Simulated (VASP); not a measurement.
```yaml
crystal:
  lattice:
    - [3.62224, 0.00000, 0.00000]
    - [0.00000, 3.62224, 0.00000]
    - [0.00000, 0.00000, 5.27563]
  atoms:
    - { symbol: Zr, position: [0.00000, 0.00000, 0.00000] }
    - { symbol: Zr, position: [0.50000, 0.50000, 0.50000] }
    - { symbol: O, position: [0.00000, 0.50000, 0.19396] }
    - { symbol: O, position: [0.00000, 0.50000, 0.69396] }
    - { symbol: O, position: [0.50000, 0.00000, 0.30604] }
    - { symbol: O, position: [0.50000, 0.00000, 0.80604] }
```

Computed with PBE GGA, VASP's PBE PAW potentials (set 64) (plane waves; VASP). Settings: 500 eV cut-off, Gaussian smearing of 0.050 eV, potentials Zr_sv O.

Estimate the band gap (along the path) with the smallest direct gap where there is one.

The band gap (along the path) comes out as 4.01 eV. The smallest direct gap (along the path) comes out as 4.11 eV.

Total energies compare only between runs with the same potentials, cut-off and functional.

The structure was generated: ZrO2 was put into the tetragonal-ZrO2 type (P4_2/nmc), which need not be its known phase. It was relaxed first.
